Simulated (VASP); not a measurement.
These are RPBE GGA, VASP's PBE PAW potentials (set 64) (plane waves; VASP) values and carry that method's errors.

VASP ran on this input.

**INCAR**
```
SYSTEM  =  CoGa
PREC  =  Accurate; ENCUT  =  520; LREAL  =  .FALSE.
LASPH  =  .TRUE.
EDIFF  =  1E-6; NELM  =  100; ALGO  =  Normal
LMAXMIX  =  4
ISMEAR  =  1; SIGMA  =  0.1
GGA  =  RP
IBRION  =  2; NSW  =  60; ISIF  =  3
EDIFFG  =  -0.01
LWAVE  =  .FALSE.; LCHARG  =  .FALSE.
```

### KPOINTS
```
Regular mesh
0
gamma
  11 11 11
```

### POSCAR
```
CoGa
1
    2.8800000000     0.0000000000     0.0000000000
    0.0000000000     2.8800000000     0.0000000000
    0.0000000000     0.0000000000     2.8800000000
Ga Co
1 1
Direct
  0.5000000000   0.5000000000   0.5000000000
  0.0000000000   0.0000000000   0.0000000000
```

POTCAR, in this order: Ga_d Co (PBE.64 set). Program: vasp_std.

Output of the run:

File OUTCAR:
```
 ion  position               nearest neighbor table
   1  0.500  0.500  0.500-   2 2.49   2 2.49   2 2.49   2 2.49   2 2.49   2 2.49   2 2.49   2 2.49
  LATTYP: Found a simple cubic cell.
 ALAT       =     2.8800000000
 Subroutine PRICEL returns:
 Original cell was already a primitive cell.
 Subroutine GETGRP returns: Found 48 space group operations
The static configuration has the point symmetry O_h .
The dynamic configuration has the point symmetry O_h .
 Subroutine INISYM returns: Found 48 space group operations
 Subroutine IBZKPT returns following result:
 Found     56 irreducible k-points:

 Following reciprocal coordinates:
            Coordinates               Weight
  0.000000  0.000000  0.000000      1.000000
  0.090909  0.000000  0.000000      6.000000
  0.181818  0.000000  0.000000      6.000000
  0.272727  0.000000  0.000000      6.000000
  0.363636  0.000000  0.000000      6.000000
  0.454545  0.000000  0.000000      6.000000
  0.090909  0.090909  0.000000     12.000000
  0.181818  0.090909  0.000000     24.000000
  0.272727  0.090909  0.000000     24.000000
  0.363636  0.090909  0.000000     24.000000
  0.454545  0.090909  0.000000     24.000000
  0.181818  0.181818  0.000000     12.000000
  0.272727  0.181818  0.000000     24.000000
  0.363636  0.181818  0.000000     24.000000
  0.454545  0.181818  0.000000     24.000000
  0.272727  0.272727  0.000000     12.000000
  0.363636  0.272727  0.000000     24.000000
  0.454545  0.272727  0.000000     24.000000
  0.363636  0.363636  0.000000     12.000000
  0.454545  0.363636  0.000000     24.000000
  0.454545  0.454545  0.000000     12.000000
  0.090909  0.090909  0.090909      8.000000
  0.181818  0.090909  0.090909     24.000000
  0.272727  0.090909  0.090909     24.000000
  0.363636  0.090909  0.090909     24.000000
...
```

File OSZICAR:
```
       N       E                     dE             d eps       ncg     rms          rms(c)
DAV:   1     0.103043526724E+03    0.10304E+03   -0.10899E+04  1728   0.264E+03
DAV:   2    -0.491187613816E+01   -0.10796E+03   -0.10531E+03  1722   0.362E+02
DAV:   3    -0.103387442779E+02   -0.54269E+01   -0.54045E+01  2009   0.859E+01
DAV:   4    -0.104151502885E+02   -0.76406E-01   -0.76391E-01  2203   0.964E+00
DAV:   5    -0.104173591247E+02   -0.22088E-02   -0.22088E-02  2113   0.137E+00    0.934E+00
DAV:   6    -0.114410141548E+02   -0.10237E+01   -0.21285E+01  1888   0.616E+01    0.112E+01
DAV:   7    -0.953131417922E+01    0.19097E+01   -0.87713E+00  1750   0.456E+01    0.177E+00
DAV:   8    -0.951632254507E+01    0.14992E-01   -0.23026E-01  1994   0.546E+00    0.653E-01
DAV:   9    -0.951027982700E+01    0.60427E-02   -0.20536E-02  2259   0.229E+00    0.136E-01
DAV:  10    -0.951004422924E+01    0.23560E-03   -0.69145E-04  2223   0.385E-01    0.667E-02
DAV:  11    -0.951003779624E+01    0.64330E-05   -0.88169E-05  2478   0.170E-01    0.129E-02
DAV:  12    -0.951003693271E+01    0.86353E-06   -0.42651E-06  1864   0.375E-02
   1 F= -.95100369E+01 E0= -.95103553E+01  d E =-.951004E+01
       N       E                     dE             d eps       ncg     rms          rms(c)
DAV:   1    -0.103684262208E+02   -0.85839E+00   -0.11360E+01  1694   0.668E+01    0.705E+00
DAV:   2    -0.106199955471E+02   -0.25157E+00   -0.11923E+01  1737   0.462E+01    0.790E+00
DAV:   3    -0.959721075530E+01    0.10228E+01   -0.58588E+00  1768   0.317E+01    0.217E+00
DAV:   4    -0.952187560370E+01    0.75335E-01   -0.17802E-01  2120   0.645E+00    0.494E-01
DAV:   5    -0.951369609868E+01    0.81795E-02   -0.10715E-02  2329   0.176E+00    0.104E-01
DAV:   6    -0.951336521102E+01    0.33089E-03   -0.46701E-04  2280   0.341E-01    0.275E-02
DAV:   7    -0.951336656656E+01   -0.13555E-05   -0.24285E-05  2702   0.730E-02    0.450E-03
DAV:   8    -0.951336836895E+01   -0.18024E-05   -0.10873E-06  1181   0.150E-02    0.126E-03
DAV:   9    -0.951336818968E+01    0.17926E-06   -0.17159E-07   959   0.669E-03
   2 F= -.95133682E+01 E0= -.95136168E+01  d E =-.333126E-02
       N       E                     dE             d eps       ncg     rms          rms(c)
DAV:   1    -0.970189802537E+01   -0.18853E+00   -0.23539E+00  1722   0.281E+01    0.322E+00
DAV:   2    -0.971503096679E+01   -0.13133E-01   -0.20705E+00  1739   0.211E+01    0.322E+00
DAV:   3    -0.953882666553E+01    0.17620E+00   -0.94548E-01  1772   0.144E+01    0.965E-01
DAV:   4    -0.952268842295E+01    0.16138E-01   -0.39251E-02  2323   0.287E+00    0.203E-01
DAV:   5    -0.952111484205E+01    0.15736E-02   -0.22493E-03  2336   0.806E-01    0.533E-02
DAV:   6    -0.952109528336E+01    0.19559E-04   -0.11231E-04  2195   0.162E-01    0.181E-02
DAV:   7    -0.952109217212E+01    0.31112E-05   -0.53395E-06  2293   0.249E-02    0.320E-03
DAV:   8    -0.952109179030E+01    0.38183E-06   -0.22001E-07  1015   0.662E-03
   3 F= -.95210918E+01 E0= -.95213748E+01  d E =-.110549E-01
```

**OUTCAR**
```
------------------------ aborting loop because EDIFF is reached ----------------------------------------
  FORCE on cell =-STRESS in cart. coord.  units (eV):
  Direction    XX          YY          ZZ          XY          YZ          ZX
  --------------------------------------------------------------------------------------
  Total       -0.0094285     -0.0094285     -0.0094285      0.0000000      0.0000000     -0.0000000
  in kB       -0.6140176     -0.6140176     -0.6140176      0.0000000      0.0000000     -0.0000000
  external PRESSURE =      -0.6140176 kB  Pullay stress =       0.0000000 kB
  volume of cell :       24.60
      direct lattice vectors                 reciprocal lattice vectors
     2.908422457 -0.000000000  0.000000000     0.343829005  0.000000000  0.000000000
     0.000000000  2.908422457 -0.000000000     0.000000000  0.343829005  0.000000000
    -0.000000000 -0.000000000  2.908422457    -0.000000000  0.000000000  0.343829005
 POSITION                                       TOTAL-FORCE (eV/Angst)
 -----------------------------------------------------------------------------------
      1.45421      1.45421      1.45421        -0.000000     -0.000000      0.000000
      0.00000      0.00000      0.00000         0.000000      0.000000      0.000000
 -----------------------------------------------------------------------------------
    total drift:                                0.000000      0.000000     -0.000000
  FREE ENERGIE OF THE ION-ELECTRON SYSTEM (eV)
  ---------------------------------------------------
  free  energy   TOTEN  =        -9.5210917903 eV

  energy  without entropy=       -9.5219407971  energy(sigma->0) =       -9.52137479

 reached required accuracy - stopping structural energy minimisation
```
(Selected blocks of OUTCAR.)

CONTCAR:
```
CoGa
   1.00000000000000
     2.9084224566590566   -0.0000000000000000    0.0000000000000000
     0.0000000000000000    2.9084224566590566   -0.0000000000000000
    -0.0000000000000000   -0.0000000000000000    2.9084224566590566
  Ga              Co
     1     1
Direct
     0.5000000000000000    0.5000000000000000    0.5000000000000000
     0.0000000000000000    0.0000000000000000    0.0000000000000000
```

Energy and stress use the plane-wave basis of the starting cell.

The compound is CoGa in the CsCl type structure. This run relaxes it. Symmetry was kept, so distortions that lower it aren't found. The run is not spin-polarised, so no magnetic state was tried.
